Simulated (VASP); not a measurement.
Method: PBE GGA, VASP's PBE PAW potentials (set 64) (plane waves; VASP).

A VASP calculation is set up with these files.

File KPOINTS:
```
K-points
0
gamma
 9 9 9
```

POSCAR:
```
InP
1
    0.0000000000     2.9779739867     2.9779739867
    2.9779739867     0.0000000000     2.9779739867
    2.9779739867     2.9779739867     0.0000000000
In P
1 1
Direct
  0.0000000000   0.0000000000   0.0000000000
  0.2500000000   0.2500000000   0.2500000000
```

INCAR:
```
! general
SYSTEM   =  InP
PREC     =  Accurate
ENCUT    =  400   ! plane-wave cut-off (eV)
LREAL    =  F
LASPH    =  T   ! aspherical one-centre terms

! electronic loop
EDIFF    =  1E-7   ! SCF stop (eV)
NELM     =  100   ! most electronic steps
ALGO     =  Normal
LMAXMIX  =  4   ! l cut-off of mixed one-centre charges

! smearing
ISMEAR   =  -5   ! tetrahedra, Bloechl

! functional
GGA      =  PE   ! PBE

! ions
ISIF     =  2   ! forces and stress, cell fixed

! output
LWAVE    =  F
LCHARG   =  T
LORBIT   =  11   ! lm-projected
NEDOS    =  601
```

POTCAR, in this order: In_d P (PBE.64 set). Program: vasp_std.

Output of the run:

### OSZICAR
```
       N       E                     dE             d eps       ncg     rms          rms(c)
DAV:   1     0.102930921486E+03    0.10293E+03   -0.74379E+03   918   0.125E+03
DAV:   2    -0.158075916037E+01   -0.10451E+03   -0.10188E+03   965   0.302E+02
DAV:   3    -0.861207462790E+01   -0.70313E+01   -0.69824E+01  1225   0.851E+01
DAV:   4    -0.879995997689E+01   -0.18789E+00   -0.18776E+00  1036   0.153E+01
DAV:   5    -0.880907831949E+01   -0.91183E-02   -0.91181E-02  1400   0.282E+00    0.527E+00
DAV:   6    -0.842946095313E+01    0.37962E+00   -0.74903E-01  1344   0.150E+01    0.326E+00
DAV:   7    -0.840618105159E+01    0.23280E-01   -0.18087E-01  1232   0.355E+00    0.119E+00
DAV:   8    -0.840659054730E+01   -0.40950E-03   -0.14862E-02  1128   0.175E+00    0.338E-01
DAV:   9    -0.840738944404E+01   -0.79890E-03   -0.22723E-03  1125   0.674E-01    0.196E-01
DAV:  10    -0.840742546241E+01   -0.36018E-04   -0.19450E-04  1240   0.120E-01    0.136E-01
DAV:  11    -0.840747223873E+01   -0.46776E-04   -0.29098E-05  1060   0.400E-02    0.607E-02
DAV:  12    -0.840749205259E+01   -0.19814E-04   -0.53007E-05  1005   0.117E-01    0.213E-02
DAV:  13    -0.840749234809E+01   -0.29549E-06   -0.23245E-06  1130   0.149E-02    0.182E-02
DAV:  14    -0.840749259108E+01   -0.24299E-06   -0.94257E-07  1005   0.972E-03    0.737E-03
DAV:  15    -0.840749275026E+01   -0.15919E-06   -0.70560E-08   805   0.242E-03    0.284E-03
DAV:  16    -0.840749276045E+01   -0.10191E-07   -0.96274E-09   520   0.147E-03
   1 F= -.84074928E+01 E0= -.84074928E+01  d E =0.000000E+00
```

OUTCAR:
```
------------------------ aborting loop because EDIFF is reached ----------------------------------------
  FORCE on cell =-STRESS in cart. coord.  units (eV):
  Direction    XX          YY          ZZ          XY          YZ          ZX
  --------------------------------------------------------------------------------------
  Total        0.0163228      0.0163228      0.0163228      0.0000000      0.0000000     -0.0000000
  in kB        0.4951210      0.4951210      0.4951210      0.0000000      0.0000000     -0.0000000
  external PRESSURE =       0.4951210 kB  Pullay stress =       0.0000000 kB
  volume of cell :       52.82
      direct lattice vectors                 reciprocal lattice vectors
     0.000000000  2.977973987  2.977973987    -0.167899385  0.167899385  0.167899385
     2.977973987  0.000000000  2.977973987     0.167899385 -0.167899385  0.167899385
     2.977973987  2.977973987  0.000000000     0.167899385  0.167899385 -0.167899385
  FREE ENERGIE OF THE ION-ELECTRON SYSTEM (eV)
  ---------------------------------------------------
  free  energy   TOTEN  =        -8.4074927605 eV

  energy  without entropy=       -8.4074927605  energy(sigma->0) =       -8.40749276

 total charge

# of ion       s       p       d       tot
------------------------------------------
    1        0.826   0.719   9.893  11.438
    2        1.034   1.468   0.000   2.503
--------------------------------------------------
tot          1.860   2.187   9.893  13.940
```
(Selected blocks of OUTCAR.)

The compound is InP in the zinc blende structure. It was relaxed first.
